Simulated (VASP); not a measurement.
Here is the system:

```xyz
2
Lattice="1.7900 -3.1004 0.0000 1.7900 3.1004 0.0000 0.0000 0.0000 5.6200" Properties=species:S:1:pos:R:3 pbc="T T T"
Ho     1.7900     1.0335     1.4050
Ho     1.7900    -1.0335     4.2150
```

The numbers are results of revTPSS meta-GGA, VASP's PBE PAW potentials (set 64) (plane waves; VASP 6.6.1), not measurements. Settings: 520 eV cut-off, 11×11×6 Γ-centred mesh, first-order Methfessel-Paxton smearing of 0.10 eV, potentials Ho_3.

The 4f electrons are frozen in the core of the lanthanide potential, so 4f levels, which can set the real gap, and their magnetism are missing. Energy and stress use the plane-wave basis of the starting cell.

**Question.** The ions, cell shape and volume are relaxed. Give the cell that the relaxation ends in.

**Answer.** 
```xyz
2
Lattice="1.7787 -3.0808 0.0000 1.7787 3.0808 0.0000 0.0000 0.0000 5.4772" Properties=species:S:1:pos:R:3 pbc="T T T"
Ho     1.7787     1.0269     1.3693
Ho     1.7787    -1.0269     4.1079
```
Space group P6_3/mmc (194), at a tolerance of 0.03 Å.

**Question.** How do energy and volume change from the first to the last step?

**Answer.** The energy (σ→0) changes by -7.9 meV/atom and the volume by -3.8 %, in 5 ionic steps.

The compound is Ho in the hcp structure. This run relaxes it. Symmetry was kept, so distortions that lower it aren't found.
